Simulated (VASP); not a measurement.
Write the native input for VASP 6.6.1 that does the following.

| Item | Value |
| --- | --- |
| Task | density of states |
| Functional | PBE |
| Potentials or basis | VASP PAW PBE potentials, release 64 (Zr_sv, Pd, Se) |
| Cutoff | 520 eV |
| k mesh | 6 × 6 × 6 |
| Occupations | gaussian, width 0.1 eV |
| Spin | no spin polarisation |
| k mesh for the DOS | 9 × 9 × 9 |
| Occupations for the DOS | tetrahedron |
| Further INCAR settings | ALGO = Normal; EDIFF = 1e-06 |

Crystal: Zr3PdSe4.

```xyz
8
Lattice="-3.3371 3.3371 3.3371 3.3371 -3.3371 3.3371 3.3371 3.3371 -3.3371" Properties=species:S:1:pos:R:3 pbc="T T T"
Zr    3.3371    0.0000    0.0000
Zr    0.0000    3.3371    0.0000
Zr    0.0000    0.0000    3.3371
Pd    0.0000    0.0000    0.0000
Se    1.6686    1.6686    1.6686
Se    1.6686    1.6686   -1.6686
Se    1.6686   -1.6686    1.6686
Se   -1.6686    1.6686    1.6686
```

The cell was built by a generator and needn't be a form met in nature.

These files were run (other wordings do the same):

POSCAR

```
Zr3PdSe4                                
1.0
   -3.3371196279      3.3371196279      3.3371196279
    3.3371196279     -3.3371196279      3.3371196279
    3.3371196279      3.3371196279     -3.3371196279
  Zr              Pd              Se            
     3     1     4
Direct
     0.0000000000000000    0.5000000000000000    0.5000000000000000
     0.5000000000000000    0.0000000000000000    0.5000000000000000
     0.5000000000000000    0.5000000000000000    0.0000000000000000
     0.0000000000000000    0.0000000000000000    0.0000000000000000
     0.5000000000000000    0.5000000000000000    0.5000000000000000
     0.0000000000000000    0.0000000000000000    0.5000000000000000
     0.0000000000000000    0.5000000000000000    0.0000000000000000
     0.5000000000000000    0.0000000000000000    0.0000000000000000
```

INCAR.step1

```
PREC = Accurate
ENCUT = 520
EDIFF = 1E-6
ISMEAR = 0
SIGMA = 0.1
LREAL = F
LASPH = T
NELM = 60
ALGO = Normal
ISIF = 2
LWAVE = F
LCHARG = T
LMAXMIX = 4
GGA = PE
KPAR = 4
```

KPOINTS.step1

```
regular mesh
0
Gamma
  6 6 6
```

INCAR.step2

```
PREC = Accurate
ENCUT = 520
EDIFF = 1E-6
ISMEAR = -5
SIGMA = 0.1
LREAL = F
LASPH = T
NELM = 60
ALGO = Normal
ISIF = 2
LWAVE = F
LCHARG = F
LMAXMIX = 4
GGA = PE
LORBIT = 11
KPAR = 4
NEDOS = 2001
ICHARG = 11
```

KPOINTS.step2

```
regular mesh
0
Gamma
  9 9 9
```

Potentials or basis: VASP PAW PBE potentials, release 64 (Zr_sv, Pd, Se).

The run is started by

```bash
$ cat potpaw_PBE.64/Zr_sv/POTCAR potpaw_PBE.64/Pd/POTCAR potpaw_PBE.64/Se/POTCAR > POTCAR
$ cp INCAR.step1 INCAR
$ cp KPOINTS.step1 KPOINTS
$ mpirun -np 4 vasp_std > vasp.out
$ cp INCAR.step2 INCAR
$ cp KPOINTS.step2 KPOINTS
$ mpirun -np 4 vasp_std > vasp.out
```

Results of the run:

- Valence electrons inside the program's atomic spheres: Zr 9.73; Pd 9.31; Se 3.89

Wall time 2.7 min on 4 MPI ranks on Intel(R) Xeon(R) Platinum 8259CL CPU @ 2.50GHz (Skylake/Cascade Lake) (shared host), peak memory 0.42 GiB a rank.
